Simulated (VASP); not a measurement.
OSZICAR of a VASP run on SrVO₃ (cubic perovskite):

**OSZICAR**
```
       N       E                     dE             d eps       ncg     rms          rms(c)
DAV:   1     0.465353334433E+03    0.46535E+03   -0.24029E+04  1680   0.178E+03
DAV:   2    -0.130914906170E+02   -0.47844E+03   -0.47455E+03  2184   0.488E+02
DAV:   3    -0.408734341817E+02   -0.27782E+02   -0.27677E+02  1736   0.127E+02
DAV:   4    -0.417748692352E+02   -0.90144E+00   -0.90078E+00  2960   0.200E+01
DAV:   5    -0.417847752557E+02   -0.99060E-02   -0.98291E-02  2016   0.157E+00    0.371E+01
DAV:   6    -0.331473094044E+02    0.86375E+01   -0.10207E+02  2264   0.741E+01    0.195E+01
DAV:   7    -0.319876511623E+02    0.11597E+01   -0.37941E+01  1944   0.539E+01    0.173E+01
DAV:   8    -0.311763998092E+02    0.81125E+00   -0.33502E+00  1848   0.163E+01    0.526E+00
DAV:   9    -0.311811484199E+02   -0.47486E-02   -0.78518E-01  2120   0.645E+00    0.229E+00
DAV:  10    -0.311548174746E+02    0.26331E-01   -0.43668E-01  1896   0.598E+00    0.990E-01
DAV:  11    -0.311467272169E+02    0.80903E-02   -0.72997E-02  1824   0.229E+00    0.337E-01
DAV:  12    -0.311461587975E+02    0.56842E-03   -0.45012E-03  2176   0.614E-01    0.970E-02
DAV:  13    -0.311461335573E+02    0.25240E-04   -0.24604E-04  2216   0.109E-01    0.485E-02
DAV:  14    -0.311461097351E+02    0.23822E-04   -0.23190E-04  1848   0.935E-02    0.172E-02
DAV:  15    -0.311461098247E+02   -0.89671E-07   -0.32338E-05  1936   0.512E-02    0.134E-02
DAV:  16    -0.311461089358E+02    0.88891E-06   -0.42415E-06  1952   0.188E-02    0.355E-03
DAV:  17    -0.311461089206E+02    0.15179E-07   -0.21881E-07  1584   0.326E-03
   1 F= -.31146109E+02 E0= -.31145310E+02  d E =-.239565E-02
```

Which electronic solver shows in the log?

It is blocked Davidson (ALGO = Normal, or the opening steps of other solvers). The INCAR had ALGO = Normal.

How was spin treated?

Without spin polarisation: there is no mag entry.

Can the final energy be trusted as converged?

The calculation finished and met its thresholds. It stopped with EDIFF = 1E-7, NELM = 100 (rev-vdW-DF2, plane waves, VASP's PBE PAW potentials (set 64)).

The compound is SrVO3 in the cubic perovskite structure. This cell is one point of a volume scan, at 1.03 of the reference volume. The run is not spin-polarised, so no magnetic state was tried. The electron count is odd and the run is not spin-polarised, which forces a metal.
